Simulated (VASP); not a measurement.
Data:

```
CELL_PARAMETERS angstrom
      0.00000     2.68008     2.68008
      2.68008     0.00000     2.68008
      2.68008     2.68008     0.00000
ATOMIC_POSITIONS crystal
  Tm 0.50000 0.50000 0.50000
  S  0.00000 0.00000 0.00000
```

Calculation: PBEsol GGA, VASP's PBE PAW potentials (set 64) (plane waves; VASP). Run with 400 eV cut-off, Gaussian smearing of 0.050 eV, potentials Tm_3 S.

The 4f electrons are frozen in the core of the lanthanide potential, so 4f levels, which can set the real gap, and their magnetism are missing.

Problem. What does the run give for the band gap (along the path) with the smallest direct gap where there is one?

Solution. 
```json
{
 "band gap (along the path)": "none (metal, semimetal or under 0.01 eV)"
}
```

Only differences to runs with the same potentials and settings are physical.

The structure comes from a computed database's TmS entry (Fm-3m); how it stands against other phases isn't given here. It was relaxed first. The electron count is odd and the run is not spin-polarised, which forces a metal.
